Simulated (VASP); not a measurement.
Energy against volume of Li2O (antifluorite). Computed with SCAN meta-GGA, VASP's PBE PAW potentials (set 64) (plane waves; VASP). Numerical set-up: 520 eV cut-off, 10×10×10 Γ-centred mesh, Gaussian smearing of 0.050 eV, potentials Li_sv O.

```tsv
V (Å³/atom)	E (eV/atom)
7.455	-5.70963
7.693	-5.71733
7.931	-5.72021
8.169	-5.71925
```

**Question.** Fit these four points and predict the energy of the run at 8.407 Å³/atom.

**Answer.** A cubic in V^(−2/3), the third-order Birch-Murnaghan form, passes through the four points with V0 = 7.98 Å³/atom and B0 = 82 GPa, and gives -5.7152 eV/atom there. The run gave -5.7145 eV/atom, +0.7 meV/atom from the fit; all five points give B0 = 89 GPa.

The compound is Li2O in the antifluorite structure. It was relaxed first.
